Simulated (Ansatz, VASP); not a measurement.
# Cross-check of TiGeB (TiGeB in the AlB2 type) between VASP and Ansatz, part 2 of 2

Wanted: the spread between two codes on one cell, functional and k mesh. The cell is generated by rule, not measured, and may not be a known phase. The cell is taken from a series of runs on this material, whose earlier steps may have relaxed, scaled, displaced or heated it; both programs get it as it stands.

VASP 6.6.1 and Ansatz 0.2.0.

So far: The starting structure; Ansatz: relaxation of cell and atoms, PBE, pair 1; VASP: relaxation of cell and atoms, PBE, pair 1; Side by side.

### Step 5. VASP: relaxation of cell and atoms, PBE, pair 2

Level of this step: PBE; plane waves and PAW (Ti_sv, B, Ge_d); invented cell (VASP).

The relaxed volume is the usual yardstick between codes: in a stiff, nearly cubic crystal its relative difference is about their pressure difference at one cell divided by the bulk modulus.

INCAR reads:

```
SYSTEM = TiGeB
PREC = Accurate
ENCUT = 500
EDIFF = 1E-07
NELM = 120
ISMEAR = 1
SIGMA = 0.2
LREAL = .FALSE.
ALGO = Normal
GGA = PE
NBANDS = 20
LASPH = .TRUE.
LORBIT = 11
LWAVE = .FALSE.
LCHARG = .FALSE.
ISIF = 3
IBRION = 2
NSW = 80
EDIFFG = -0.005
GGA_COMPAT = .FALSE.
NELMIN = 4
KPAR = 2
```

POSCAR reads:

```
TiGeB
1.0
    3.5397010000     -0.0000030000      0.0000000000
   -1.7698480000      3.0654730000      0.0000000000
    0.0000000000      0.0000000000      3.4618230000
Ti B Ge
1 1 1
Direct
    0.0000000000      0.0000000000      0.0000000000
    0.3333333188      0.6666664492      0.4999998556
    0.6666665181      0.3333332246      0.4999998556
```

KPOINTS reads:

```
Automatic mesh
0
Gamma
9 9 8
0 0 0
```

Potentials, in the order of the species: Ti_sv, B and Ge_d (PBE family, release 64).

On the command line:

```console
$ mpirun -np 2 vasp_std
```

Numbers of over 12 decimals in the logs are rounded to 6 here.

The log of the run:

```text
[... set-up lines as in an earlier step ...]
 entering main loop
       N       E                     dE             d eps       ncg     rms          rms(c)
DAV:   1     0.238812168105E+03    0.23881E+03   -0.14017E+04  2548   0.316E+03
DAV:   2     0.719873084724E+01   -0.23161E+03   -0.22485E+03  2408   0.610E+02
DAV:   3    -0.210981227784E+02   -0.28297E+02   -0.27514E+02  2744   0.155E+02
DAV:   4    -0.226698769730E+02   -0.15718E+01   -0.15381E+01  3776   0.345E+01
[...]
DAV:  13    -0.191974944788E+02    0.48123E-05   -0.20972E-05  2952   0.455E-02    0.405E-03
DAV:  14    -0.191974944359E+02    0.42899E-07   -0.11849E-06  2904   0.123E-02    0.736E-04
DAV:  15    -0.191974944135E+02    0.22420E-07   -0.37825E-08  1692   0.200E-03
   1 F= -.19197494E+02 E0= -.19197717E+02  d E =-.191975E+02
[...]
2 F= -.19197507E+02 E0= -.19197712E+02  d E =-.126986E-04
[...]
3 F= -.19197508E+02 E0= -.19197717E+02  d E =-.136279E-04
[...]
4 F= -.19197508E+02 E0= -.19197716E+02  d E =-.134575E-04
[...]
5 F= -.19197512E+02 E0= -.19197708E+02  d E =-.431406E-05
 trial-energy change:   -0.000004  1 .order   -0.000004   -0.000010    0.000001
 step:   0.8508(harm=  0.8508)  dis= 0.00000  next Energy=   -19.197512 (dE=-0.439E-05)
 reached required accuracy - stopping structural energy minimisation
```

From OUTCAR (step 5):

```text
  Total        0.0019015      0.0019015     -0.0026773     -0.0000000      0.0000000      0.0000000
  in kB        0.0811084      0.0811084     -0.1142019     -0.0000000      0.0000000      0.0000000
  external PRESSURE =       0.0160049 kB  Pullay stress =       0.0000000 kB

 POSITION                                       TOTAL-FORCE (eV/Angst)
 -----------------------------------------------------------------------------------
      0.00000     -0.00000      0.00000        -0.000000      0.000000      0.000000
      0.00000      2.04283      1.73219         0.000000     -0.000000      0.000000
      1.76915      1.02141      1.73219         0.000000      0.000000      0.000000
 -----------------------------------------------------------------------------------
    total drift:                                0.000173      0.000090      0.000314

  FREE ENERGIE OF THE ION-ELECTRON SYSTEM (eV)
  ---------------------------------------------------
  free  energy   TOTEN  =       -19.1975121851 eV

  energy  without entropy=      -19.1980989117  energy(sigma->0) =      -19.19770776

[... 2 parts as in an earlier step ...]

[... 2 further parts left out ...]
[key lines of the parts left out:]
E-fermi :   9.9299
```

### Step 6. Ansatz: relaxation of cell and atoms, PBE, pair 2

The same cell, functional, mesh and smearing now go to Ansatz, which takes its cutoff from its data sets.

The cell is taken from a series of runs on this material, whose earlier steps may have relaxed, scaled, displaced or heated it; both programs get it as it stands.

input.yaml reads:

```yaml
crystal:
  lattice:
    - [3.5397012307, -2.7382e-06, 0.0]
    - [-1.769848244, 3.0654725567, 0.0]
    - [0.0, 0.0, 3.4618228537]
  atoms:
    - { symbol: Ti, position: [0.0, 0.0, 0.0] }
    - { symbol: B, position: [0.3333333333, 0.6666666667, 0.5] }
    - { symbol: Ge, position: [0.6666666667, 0.3333333333, 0.5] }
kpoints:
  mp_grid: { grid: [9, 9, 8] }
hamiltonian:
  xc: pbe
  pseudopotentials: { kind: paw, azcp: { folder: soft_1 } }
scf:
  occupations: { method: methfessel_paxton, width: 0.2 }
output:
  forces: true
  stress: true
  eigenvalues: true
relax:
  adjacent_minimum: "off"
  f_tol: 0.001
  max_steps: 60
  cell: { stress_tol: 0.01 }
```

On the command line:

```console
$ ansatz run input.yaml --threads 4 --pin off --max-ram 12288MiB --backend cpu --events-out ev --progress --plain --runs-dir out
```

The log of the run:

```text
[...]
Crystal: 3 atoms, lattice volume = 37.564 Å³
Basis set: ecut = 420 eV, 737 PW (Γ), exchange–correlation on 48×48×48 points (8 copies of the dense FFT grid, shifted against one another)
Bands: 19, of which v1, the nominal top of the filled ones, is band 15 counted from 1 (14 counted from 0)
Symmetry: 12 space group operations
[...]
k-points: 60 of 648 (time reversal used)
[...]
--- Relaxed structure (3 steps of the walk, 3 accepted, 1 SCFs on fresh bases) ---
[...]
cell:  # Å, volume = 37.5496 Å³
    - [3.539008, -2.737662922359482e-6, 0.0]
    - [-1.769501, 3.064872, 0.0]
    - [0.0, 0.0, 3.461880]
  atoms:
    - { symbol: Ti, position: [0, 0, 0.0] }
    - { symbol: B, position: [0.333333, 0.666667, 0.5] }
    - { symbol: Ge, position: [0.666667, 0.333333, 0.5] }
[key lines of the parts left out:]
SCF converged after 5 iterations
Free energy (F): -6950.719046 eV
Fermi energy:    14.929911 eV
P = ⅓ Tr σ = -0.0009 GPa (-0.009 kbar)
```

### Step 7. Differences

Compared:

| quantity | Ansatz | VASP | difference |
| --- | --- | --- | --- |
| volume (Å³) | 37.55 | 37.56 | -0.03 % |
| edge a after relaxation, in the typed setting (Å) | 3.539 | 3.538 | +0.02 % |
| edge c after relaxation, in the typed setting (Å) | 3.462 | 3.464 | -0.07 % |

### Step 8. Ansatz: zone-centre phonons, PBE

Second derivatives magnify differences that forces hide, and they need a tight electronic threshold.

The cell is taken from a series of runs on this material, whose earlier steps may have relaxed, scaled, displaced or heated it; both programs get it as it stands.

input.yaml reads:

```yaml
crystal:
  lattice:
    - [3.539007512, -2.7377e-06, 0.0]
    - [-1.7695013851, 3.0648717784, 0.0]
    - [0.0, 0.0, 3.4618801728]
  atoms:
    - { symbol: Ti, position: [0.0, 0.0, 0.0] }
    - { symbol: B, position: [0.3333333333, 0.6666666667, 0.5] }
    - { symbol: Ge, position: [0.6666666667, 0.3333333333, 0.5] }
kpoints:
  mp_grid: { grid: [6, 6, 4] }
hamiltonian:
  xc: pbe
  pseudopotentials: { kind: paw, azcp: { folder: soft_1 } }
scf:
  occupations: { method: methfessel_paxton, width: 0.2 }
output:
  eigenvalues: true
phonons:
  method: dfpt
  qmesh: [2, 2, 2]
  temperatures: { t_max: 1000, t_step: 50 }
  qpath:
    path:
      - [[0.0, 0.0, 0.0], [0.5, 0.0, 0.0], [0.33333333, 0.33333333, 0.0], [0.0, 0.0, 0.0], [0.0, 0.0, 0.5], [0.5, 0.0, 0.5], [0.33333333, 0.33333333, 0.5], [0.0, 0.0, 0.5]]
      - [[0.5, 0.0, 0.5], [0.5, 0.0, 0.0]]
      - [[0.33333333, 0.33333333, 0.5], [0.33333333, 0.33333333, 0.0]]
    npoints: 10
```

The log of the run:

```text
[...]
Crystal: 3 atoms, lattice volume = 37.550 Å³
Basis set: ecut = 420 eV, 737 PW (Γ), exchange–correlation on 48×48×48 points (8 copies of the dense FFT grid, shifted against one another)
Bands: 19, of which v1, the nominal top of the filled ones, is band 15 counted from 1 (14 counted from 0)
Symmetry: 12 space group operations
k-points: 21 of 144 (time reversal used)
[...]
largest difference from the sums on the solved wave vectors: F 8.26e-3 eV, S 2.06e-5 and C_V 1.26e-5 eV/K
  zero-point energy: 0.138706 eV/cell   skipped modes (ω ≤ 0): 448, of them read as no rigid motion or as one in doubt: 445 (9.808e-1 modes/cell left out, lowest -155.08 cm⁻¹)   left out of the sums: 1.09e-1 of the cell's modes: C_V's classical limit lies that fraction below 3 k_B per atom; for a crystal, a wire or a layer, F and S can be off by more, and a phonons.interpolated_qmesh denser along its periods is the remedy for the sampling
[key lines of the parts left out:]
SCF converged after 10 iterations
Free energy (F): -6950.735058 eV
Fermi energy:    15.019916 eV
```

### Step 9. VASP: zone-centre phonons, PBE

The same cell, functional, mesh and smearing now go to VASP, with its own data sets.

INCAR reads:

```
SYSTEM = TiGeB
PREC = Accurate
ENCUT = 500
EDIFF = 1E-08
NELM = 120
ISMEAR = 1
SIGMA = 0.2
LREAL = .FALSE.
ALGO = Normal
GGA = PE
NBANDS = 20
LASPH = .TRUE.
LORBIT = 11
LWAVE = .FALSE.
LCHARG = .FALSE.
ISIF = 2
IBRION = 8
GGA_COMPAT = .FALSE.
KPAR = 2
```

POSCAR reads:

```
TiGeB
1.0
    3.5390075120     -0.0000027377      0.0000000000
   -1.7695013851      3.0648717784      0.0000000000
    0.0000000000      0.0000000000      3.4618801728
Ti B Ge
1 1 1
Direct
    0.0000000000      0.0000000000      0.0000000000
    0.3333333333      0.6666666667      0.5000000000
    0.6666666667      0.3333333333      0.5000000000
```

KPOINTS reads:

```
Automatic mesh
0
Gamma
6 6 4
0 0 0
```

On the command line:

```console
$ mpirun -np 2 vasp_std
```

The log of the run:

```text
[... set-up lines as in an earlier step ...]
 entering main loop
       N       E                     dE             d eps       ncg     rms          rms(c)
DAV:   1     0.237285235091E+03    0.23729E+03   -0.14070E+04   924   0.320E+03
DAV:   2     0.731387778613E+01   -0.22997E+03   -0.22284E+03   848   0.621E+02
DAV:   3    -0.210828425539E+02   -0.28397E+02   -0.27516E+02   936   0.157E+02
DAV:   4    -0.227114858730E+02   -0.16286E+01   -0.16138E+01  1304   0.351E+01
[...]
DAV:  15    -0.192133539072E+02    0.24056E-07   -0.71172E-08  1084   0.328E-03    0.277E-04
DAV:  16    -0.192133539221E+02   -0.14899E-07   -0.37778E-09   584   0.732E-04    0.143E-04
DAV:  17    -0.192133539265E+02   -0.44129E-08   -0.13133E-09   492   0.327E-04
   1 F= -.19213354E+02 E0= -.19216252E+02  d E =0.869297E-02
 Linear response reoptimize wavefunctions to high precision
DAV:   1    -0.192133539257E+02    0.82400E-09   -0.23377E-10   504   0.156E-04
DAV:   2    -0.192133539257E+02   -0.47294E-10   -0.83647E-11   488   0.802E-05
 Linear response DOF=           6
 Linear response progress:
[...]
RMM:  17    -0.195102675318E+00   -0.26104E-07   -0.21625E-07  6089   0.491E-04    0.354E-05
RMM:  18    -0.195102699242E+00   -0.23923E-07   -0.16817E-07  6170   0.414E-04    0.332E-05
RMM:  19    -0.195102711465E+00   -0.12223E-07   -0.14671E-07  5962   0.342E-04    0.365E-05
 first order change of Fermi-energy   0.17057E-03
 force on displaced ion       3 direction 1 : -17.377   0.003   0.000
 Linear response progress:
  Degree of freedom:   6/  6
       N       E                     dE             d eps       ncg     rms          rms(c)
RMM:   1    -0.185025798968E+00   -0.18503E+00    0.11605E+01  1161   0.637E+01
RMM:   2    -0.192231911311E+00   -0.72061E-02   -0.14227E-02  1795   0.960E-01    0.617E-02
RMM:   3    -0.192592454488E+00   -0.36054E-03   -0.16015E-03  2025   0.324E-01    0.386E-02
RMM:   4    -0.192984659371E+00   -0.39220E-03   -0.29843E-04  2046   0.112E-01    0.504E-03
[...]
RMM:  23    -0.192990202627E+00   -0.39329E-09   -0.33492E-07  1888   0.139E-04    0.126E-05
RMM:  24    -0.192990204879E+00   -0.22517E-08   -0.32032E-07  1963   0.119E-04    0.133E-05
RMM:  25    -0.192990219903E+00   -0.15024E-07   -0.26187E-07  2113   0.102E-04    0.134E-05
 first order change of Fermi-energy  -0.33923E-03
 force on displaced ion       3 direction 3 :  -0.000   0.000  -6.172
 Linear response finished
```

OUTCAR, selected parts (step 9):

```text
  Total       -0.1300072     -0.1300072      0.6545879      0.0000000     -0.0000000      0.0000000
  in kB       -5.5471833     -5.5471833     27.9301296      0.0000000     -0.0000000      0.0000000
  external PRESSURE =       5.6119210 kB  Pullay stress =       0.0000000 kB

 POSITION                                       TOTAL-FORCE (eV/Angst)
 -----------------------------------------------------------------------------------
      0.00000      0.00000      0.00000        -0.000000      0.000000      0.000000
      0.00000      2.04325      1.73094        -0.000000      0.000000      0.000000
      1.76950      1.02162      1.73094         0.000000      0.000000      0.000000
 -----------------------------------------------------------------------------------
    total drift:                                0.000005     -0.000003      0.000000

[... 2 further parts left out ...]
```

The k-mesh is coarse for a metal.

### Step 10. Side by side

What differs besides the data sets and the points named for the pairs above, as far as they apply: VASP's run holds the zone centre alone. Total energies have different zeros and are not compared.

Both answers:

| quantity | Ansatz | VASP | difference |
| --- | --- | --- | --- |
| optical mode 1 (imaginary, printed as negative) (cm⁻¹) | -155.1 | -152.2 | -2.9 |
| optical mode 2 to 3 (cm⁻¹) | 143.2 | 145.4 | -1.55 % |
| optical mode 4 (cm⁻¹) | 268.9 | 271.6 | -1.00 % |
| optical mode 5 to 6 (cm⁻¹) | 602.3 | 600.8 | +0.24 % |

Modes are paired by rising frequency, not by their patterns, so a pair may set unlike modes beside each other; they are those without the splitting of longitudinal modes.

### Step 11. Summary of results

```json
{"difference in edge c after relaxation, in the typed setting (relaxation of cell and atoms, PBE, pair 1)": "-0.061 %", "difference in edge c after relaxation, in the typed setting (relaxation of cell and atoms, PBE, pair 2)": "-0.072 %", "r.m.s. difference of the optical zone-centre modes, each program's sorted by frequency (zone-centre phonons, PBE)": "2.2 cm⁻¹", "difference in optical mode 2 to 3 (zone-centre phonons, PBE)": "-1.5 %"}
```

The difference in edge c after relaxation, in the typed setting is -0.072 % (relaxation of cell and atoms, PBE, pair 2), within the 1.2 % picked in this series as the mark of a large difference, as far as the stopping tolerances let one tell. Among the rows given in per cent, the largest difference of the zone-centre phonons, PBE pair is in optical mode 2 to 3, -1.5 %. 1 further run of this series is not shown here. How closely two codes agree says nothing of how well the functional describes the real material.

[Lines on the potential files, build, host, timing and source positions are cut from VASP's logs without a mark.]

[Logs are printed without paths, hosts, clocks, repeated set-up lines and the standing remarks that a program may print on its own settings, such as how far it seeks lower states.]

[Hosts, paths, dates, database ids (printed as entryN), source tags and the programs' standing remarks are cut or masked in the printed files.]
